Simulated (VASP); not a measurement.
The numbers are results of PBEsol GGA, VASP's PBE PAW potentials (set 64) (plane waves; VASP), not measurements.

A VASP calculation is set up with these files.

**KPOINTS**
```
Automatic mesh
0
Gamma
9 9 9
0 0 0
```

**POSCAR**
```
Br
1
    0.0000000000     2.3633320000     2.3633320000
    2.3633320000     0.0000000000     2.3633320000
    2.3633320000     2.3633320000     0.0000000000
Br
1
Direct
  0.0000000000   0.0000000000   0.0000000000
```

**INCAR**
```
# general
SYSTEM   =  Br
PREC     =  Accurate
ENCUT    =  400
LREAL    =  .False.
LASPH    =  .True.

# electronic loop
EDIFF    =  1E-6
NELM     =  100
ALGO     =  Normal
LMAXMIX  =  4

# smearing
ISMEAR   =  0
SIGMA    =  0.05

# functional
GGA      =  PS

# ions
IBRION   =  2
NSW      =  60
ISIF     =  3
EDIFFG   =  -0.01

# output
LWAVE    =  .False.
LCHARG   =  .False.
```

POTCAR, in this order: Br (PBE.64 set). Program: vasp_std.

Energy and stress use the plane-wave basis of the starting cell.

**Question.** Predict the energy per atom (σ→0), volume per atom, band gap (on the k-mesh).

**Answer.** 
```
Item                                                        Result
------------------------  ----------------------------------------
energy per atom (σ→0)                               -1.282 eV/atom
band gap (on the k-mesh)  none (metal, semimetal or under 0.01 eV)
volume per atom                                     23.77 Å^3/atom
```

File OSZICAR:
```
...
       N       E                     dE             d eps       ncg     rms          rms(c)
DAV:   1    -0.130244929579E+01   -0.20360E-01   -0.46813E-01   490   0.502E+00    0.694E-01
DAV:   2    -0.128804688304E+01    0.14402E-01   -0.19390E-02   497   0.969E-01    0.292E-01
DAV:   3    -0.128417350302E+01    0.38734E-02   -0.13395E-02   490   0.757E-01    0.287E-01
DAV:   4    -0.128418354143E+01   -0.10038E-04   -0.10933E-04   546   0.100E-01    0.917E-02
DAV:   5    -0.128416825136E+01    0.15290E-04   -0.38497E-05   490   0.387E-02    0.152E-02
DAV:   6    -0.128416791630E+01    0.33506E-06   -0.17395E-07   301   0.442E-03
   3 F= -.12841679E+01 E0= -.12821233E+01  d E =-.305743E-01
```

The structure was generated: Br was put into the fcc type (Fm-3m), which need not be its known phase. This run relaxes it. Symmetry was kept, so distortions that lower it aren't found.
